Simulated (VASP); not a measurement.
These are optB88-vdW, VASP's PBE PAW potentials (set 64) (plane waves; VASP 6.6.1) values and carry that method's errors.

Input for VASP

### KPOINTS
```
kpoints
0
G
 10 10 10
0 0 0
```

**INCAR**
```
SYSTEM = KF
PREC = Accurate; ENCUT = 520; LREAL = F
LASPH = T
EDIFF = 1E-7; NELM = 100; ALGO = Normal
ISMEAR = -5
GGA = BO; LUSE_VDW = T; AGGAC = 0.0
PARAM1 = 0.1833333333; PARAM2 = 0.22
ISIF = 2
LWAVE = F; LCHARG = T; LORBIT = 11
NEDOS = 601
```

**POSCAR**
```
KF
1
    0.0000000000     2.6624613146     2.6624613146
    2.6624613146     0.0000000000     2.6624613146
    2.6624613146     2.6624613146     0.0000000000
K F
1 1
Direct
  0.0000000000   0.0000000000   0.0000000000
  0.5000000000   0.5000000000   0.5000000000
```

POTCAR, in this order: K_sv F (PBE.64 set). Program: vasp_std.

Output of the run:

OSZICAR:
```
       N       E                     dE             d eps       ncg     rms          rms(c)
DAV:   1     0.118707357964E+03    0.11871E+03   -0.85136E+03  1128   0.130E+03
DAV:   2    -0.940607890554E+00   -0.11965E+03   -0.11176E+03  1424   0.332E+02
DAV:   3    -0.568293424134E+01   -0.47423E+01   -0.47184E+01  1456   0.632E+01
DAV:   4    -0.582954189258E+01   -0.14661E+00   -0.14652E+00  1724   0.944E+00
DAV:   5    -0.583086946394E+01   -0.13276E-02   -0.13276E-02  1448   0.978E-01    0.671E+00
DAV:   6    -0.450209123468E+01    0.13288E+01   -0.46888E+00  1232   0.193E+01    0.431E+00
DAV:   7    -0.446746242379E+01    0.34629E-01   -0.13398E-01  1492   0.321E+00    0.266E+00
DAV:   8    -0.445142180933E+01    0.16041E-01   -0.58292E-02  1232   0.281E+00    0.234E-01
DAV:   9    -0.445203301132E+01   -0.61120E-03   -0.68006E-03  1648   0.648E-01    0.116E-01
DAV:  10    -0.445239928460E+01   -0.36627E-03   -0.91851E-04  1252   0.322E-01    0.484E-02
DAV:  11    -0.445239145269E+01    0.78319E-05   -0.26998E-04  1288   0.142E-01    0.191E-02
DAV:  12    -0.445238510841E+01    0.63443E-05   -0.35662E-05  1380   0.523E-02    0.529E-03
DAV:  13    -0.445238456471E+01    0.54370E-06   -0.21782E-06  1340   0.156E-02    0.244E-03
DAV:  14    -0.445238458816E+01   -0.23455E-07   -0.11170E-07  1016   0.351E-03
   1 F= -.44523846E+01 E0= -.44523846E+01  d E =0.000000E+00
```

OUTCAR:
```
------------------------ aborting loop because EDIFF is reached ----------------------------------------
  FORCE on cell =-STRESS in cart. coord.  units (eV):
  Direction    XX          YY          ZZ          XY          YZ          ZX
  --------------------------------------------------------------------------------------
  Total       -0.0149630     -0.0149630     -0.0149630     -0.0000000      0.0000000     -0.0000000
  in kB       -0.6351106     -0.6351106     -0.6351106     -0.0000000      0.0000000     -0.0000000
  external PRESSURE =      -0.6351106 kB  Pullay stress =       0.0000000 kB
  volume of cell :       37.75
      direct lattice vectors                 reciprocal lattice vectors
     0.000000000  2.662461315  2.662461315    -0.187796156  0.187796156  0.187796156
     2.662461315  0.000000000  2.662461315     0.187796156 -0.187796156  0.187796156
     2.662461315  2.662461315  0.000000000     0.187796156  0.187796156 -0.187796156
  FREE ENERGIE OF THE ION-ELECTRON SYSTEM (eV)
  ---------------------------------------------------
  free  energy   TOTEN  =        -4.4523845882 eV

  energy  without entropy=       -4.4523845882  energy(sigma->0) =       -4.45238459

 total charge

# of ion       s       p       d       tot
------------------------------------------
    1        1.955   5.553   0.033   7.542
    2        1.722   4.351   0.000   6.073
--------------------------------------------------
tot          3.678   9.904   0.033  13.615
```
(Selected blocks of OUTCAR.)

The compound is KF in the rock salt structure. It was relaxed first.
